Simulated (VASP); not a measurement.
Input:

```
Fe
1.0
   -1.41553     1.41553     1.41553
    1.41553    -1.41553     1.41553
    1.41553     1.41553    -1.41553
Fe
1
Direct
  0.00000   0.00000   0.00000
```
Starting moments (μB, in the order of the record's atoms Fe): 2.2.

Computed with PBE GGA, VASP's PBE PAW potentials (set 64) (plane waves; VASP). Run with 480 eV cut-off, 16×16×16 Γ-centred mesh, first-order Methfessel-Paxton smearing of 0.10 eV, potentials Fe.

Energy and stress use the plane-wave basis of the starting cell.

Question: The ions, cell shape and volume at an external pressure of 30.0 GPa are relaxed. Which structure does the run end with?

Answer: 
```
Fe
1.0
   -1.36021     1.36021     1.36021
    1.36021    -1.36021     1.36021
    1.36021     1.36021    -1.36021
Fe
1
Direct
  0.00000   0.00000   0.00000
```
Space group Im-3m (229), at a tolerance of 0.03 Å. The cell ends with 1.97 μB, on the sites 1.94 μB.

Question: How do energy and volume change from the first to the last step?

Answer: The energy (σ→0) changes by +105.4 meV/atom and the volume by -11.3 %, in 7 ionic steps.

```csv
step,E(σ→0) (eV),max force (eV/Å),pressure (GPa),volume (Å³)
1,-8.2402,0.000,0.37,11.35
2,-7.3044,0.000,131.29,8.24
3,-8.1491,0.000,27.49,10.15
4,-8.1384,0.000,29.40,10.09
5,-8.1339,0.000,30.18,10.06
6,-8.1366,0.000,29.74,10.08
7,-8.1348,0.000,30.03,10.07
```

The compound is Fe in the bcc structure. This run relaxes it under an external pressure of 30 GPa. Symmetry was kept, so distortions that lower it aren't found.
